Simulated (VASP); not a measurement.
Data:

```
Au
1.0
    0.00000     2.04045     2.04045
    2.04045     0.00000     2.04045
    2.04045     2.04045     0.00000
Au
1
Direct
  0.00000   0.00000   0.00000
```

These are PBEsol GGA, VASP's PBE PAW potentials (set 64) (plane waves; VASP) values and carry that method's errors. Numerical set-up: 530 eV cut-off, 14×14×14 Γ-centred mesh, first-order Methfessel-Paxton smearing of 0.10 eV, potentials Au.

Finite-difference elastic constants of metals are sensitive to mesh and smearing; shear constants can be off by tens of GPa.

Question: Give the elastic stiffness tensor with the ions relaxed (GPa, in the frame of the cell).

Answer: 
```json
[
 {"": "xx", "xx": "199", "yy": "167", "zz": "167", "yz": "0.0", "xz": "0.0", "xy": "0.0"},
 {"": "yy", "xx": "167", "yy": "199", "zz": "167", "yz": "0.0", "xz": "0.0", "xy": "0.0"},
 {"": "zz", "xx": "167", "yy": "167", "zz": "199", "yz": "0.0", "xz": "0.0", "xy": "0.0"},
 {"": "yz", "xx": "0.0", "yy": "0.0", "zz": "0.0", "yz": "35.8", "xz": "0.0", "xy": "0.0"},
 {"": "xz", "xx": "0.0", "yy": "0.0", "zz": "0.0", "yz": "0.0", "xz": "35.8", "xy": "0.0"},
 {"": "xy", "xx": "0.0", "yy": "0.0", "zz": "0.0", "yz": "0.0", "xz": "0.0", "xy": "35.8"}
]
```

Question: What does the run give for the Hill bulk modulus, Hill shear modulus, Young's modulus, Poisson's ratio?

Answer: 
```
Item                   Result
------------------  ---------
Hill bulk modulus   1780 kbar
Hill shear modulus   25.9 GPa
Young's modulus      74.1 GPa
Poisson's ratio         0.431
```

Measured: C11 202 GPa at 0 K (computed value off by -1.3 %), C12 170 GPa at 0 K (computed value off by -1.5 %), C44 45.4 GPa at 0 K (computed value off by -21.2 %), as given by Cristiano Malica et al., Journal of Physics Condensed Matter (2021), arXiv:2109.00459 [extrapolated to 0 K; zero-point effects included].

The compound is Au in the fcc structure. It was relaxed first.
